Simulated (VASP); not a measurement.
Computed with PBEsol GGA, VASP's PBE PAW potentials (set 64) (plane waves; VASP 6.6.1).

Input for VASP

**KPOINTS**
```
k-points along high-symmetry lines
15
Line-mode
Reciprocal
  0.000000   0.000000   0.000000 ! GAMMA
  0.500000   0.000000   0.500000 ! X

  0.500000   0.000000   0.500000 ! X
  0.625000   0.250000   0.625000 ! U

  0.375000   0.375000   0.750000 ! K
  0.000000   0.000000   0.000000 ! GAMMA

  0.000000   0.000000   0.000000 ! GAMMA
  0.500000   0.500000   0.500000 ! L

  0.500000   0.500000   0.500000 ! L
  0.500000   0.250000   0.750000 ! W

  0.500000   0.250000   0.750000 ! W
  0.500000   0.000000   0.500000 ! X
```

**POSCAR**
```
CdF2
1.0
  0.0000000000   2.6992737331   2.6992737331
  2.6992737331   0.0000000000   2.6992737331
  2.6992737331   2.6992737331   0.0000000000
Cd F
1 2
Cartesian
  0.0000000000   2.6992737331   2.6992737331
  1.3496368666   1.3496368666   1.3496368666
  4.0489105997   4.0489105997   4.0489105997
```

**INCAR**
```
! general
SYSTEM   =  CdF2
PREC     =  Accurate
ENCUT    =  520
LREAL    =  F
LASPH    =  T
ICHARG   =  11

! electronic loop
EDIFF    =  1E-7
NELM     =  100
ALGO     =  Normal
LMAXMIX  =  4

! smearing
ISMEAR   =  0
SIGMA    =  0.05

! functional
GGA      =  PS

! output
LWAVE    =  F
LCHARG   =  F
LORBIT   =  11
```

POTCAR, in this order: Cd F (PBE.64 set). Program: vasp_std. Read from the step before: CHGCAR.

Output

**OSZICAR**
```
       N       E                     dE             d eps       ncg     rms          rms(c)
DAV:   1     0.192662564264E+03    0.19266E+03   -0.15803E+04  3164   0.155E+03
DAV:   2    -0.343621286652E+01   -0.19610E+03   -0.19096E+03  3577   0.378E+02
DAV:   3    -0.110289489851E+02   -0.75927E+01   -0.75785E+01  3253   0.829E+01
DAV:   4    -0.110655336881E+02   -0.36585E-01   -0.36581E-01  3407   0.567E+00
DAV:   5    -0.110656711754E+02   -0.13749E-03   -0.13749E-03  3264   0.314E-01
DAV:   6    -0.110656718940E+02   -0.71857E-06   -0.71869E-06  3446   0.226E-02
DAV:   7    -0.110656718979E+02   -0.38544E-08   -0.38696E-08  2651   0.160E-03
   1 F= -.11065672E+02 E0= -.11065672E+02  d E =-.209755E-10
```

### OUTCAR
```
 val. band max:       -1.4876189360   @ k =   0.5000   0.2500   0.7500

 cond. band min:       1.3957668394   @ k =   0.0000   0.0000   0.0000



 k-point     1 :       0.0000    0.0000    0.0000
  band No.  band energies     occupation
      1     -22.1712      2.00000
      2     -21.0524      2.00000
      3      -7.0966      2.00000
      4      -7.0966      2.00000
      5      -7.0966      2.00000
      6      -5.8708      2.00000
      7      -5.8708      2.00000
      8      -2.4655      2.00000
      9      -2.4655      2.00000
     10      -2.4655      2.00000
     11      -1.9853      2.00000
     12      -1.9853      2.00000
     13      -1.9853      2.00000
     14       1.3958      0.00000
     15      10.9856      0.00000
     16      10.9856      0.00000
     17      10.9856      0.00000

 k-point     2 :       0.0357    0.0000    0.0357
  band No.  band energies     occupation
      1     -22.1653      2.00000
      2     -21.0574      2.00000
      3      -7.0895      2.00000
      4      -7.0895      2.00000
      5      -7.0787      2.00000
      6      -5.8771      2.00000
      7      -5.8693      2.00000
      8      -2.5245      2.00000
      9      -2.4846      2.00000
     10      -2.4846      2.00000
     11      -1.9852      2.00000
     12      -1.9830      2.00000
     13      -1.9830      2.00000
     14       1.4663      0.00000
     15      10.8931      0.00000
     16      11.0091      0.00000
     17      11.0091      0.00000

 k-point     3 :       0.0714    0.0000    0.0714
  band No.  band energies     occupation
      1     -22.1488      2.00000
      2     -21.0714      2.00000
      3      -7.0681      2.00000
      4      -7.0681      2.00000
      5      -7.0257      2.00000
      6      -5.8964      2.00000
      7      -5.8650      2.00000
      8      -2.6872      2.00000
      9      -2.5427      2.00000
     10      -2.5427      2.00000
     11      -1.9849      2.00000
     12      -1.9747      2.00000
...
```

The density is held fixed in this step, so its total energy and stress have no physical meaning.

The compound is CdF2 in the fluorite structure. It was relaxed first.
